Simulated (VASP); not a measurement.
Data:

```
MgSe
1.0
    0.00000     2.73000     2.73000
    2.73000     0.00000     2.73000
    2.73000     2.73000     0.00000
Mg Se
1 1
Direct
  0.00000   0.00000   0.00000
  0.50000   0.50000   0.50000
```

The numbers are results of PW91 GGA, VASP's PBE PAW potentials (set 64) (plane waves; VASP 6.6.1), not measurements. Run with 520 eV cut-off, 8×8×8 Γ-centred mesh, Gaussian smearing of 0.050 eV, potentials Mg Se.

Energy and stress use the plane-wave basis of the starting cell.

The ions, cell shape and volume are relaxed. Predict the relaxed structure.

```
MgSe
1.0
    0.00000     2.75232     2.75232
    2.75232     0.00000     2.75232
    2.75232     2.75232     0.00000
Mg Se
1 1
Direct
  0.00000   0.00000   0.00000
  0.50000   0.50000   0.50000
```
Space group Fm-3m (225), at a tolerance of 0.03 Å.

How do energy and volume change from the first to the last step?

The energy (σ→0) changes by -2.4 meV/atom and the volume by +2.5 %, in 3 ionic steps.

The compound is MgSe in the rock salt structure. This run relaxes it. Symmetry was kept, so distortions that lower it aren't found.
